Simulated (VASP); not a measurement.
A cell of KI (rock salt) near equilibrium:

```yaml
crystal:
  lattice:
    - [0.00000, 3.54819, 3.54819]
    - [3.54819, 0.00000, 3.54819]
    - [3.54819, 3.54819, 0.00000]
  atoms:
    - { symbol: K, position: [0.00000, 0.00000, 0.00000] }
    - { symbol: I, position: [0.50000, 0.50000, 0.50000] }
```

Level of theory: r2SCAN meta-GGA, VASP's PBE PAW potentials (set 64) (plane waves; VASP).

Unless said otherwise, spin-orbit coupling is left out, though it shifts the bands of the heavy elements here.

```tsv
run	ΔE (meV/atom)	σxx	σyy	σzz	largest shear component, with its sign (GPa)	gap (eV)
as it is	0.0	-0.02	-0.02	-0.02	0.00	4.57
after one change	0.1	-0.01	-0.01	-0.01	0.06	4.55
```
Stress is in GPa, positive when the cell is compressed; gaps are those on the k-mesh, and 0.00 means metallic.

Problem. Which change was made?
A. uniaxial strain of +4.0 % along z
B. shear strain γ_xz = -1.5 %
C. biaxial strain of -3.0 % in the xy plane

Solution. B, shear strain γ_xz = -1.5 %

The compound is KI in the rock salt structure.
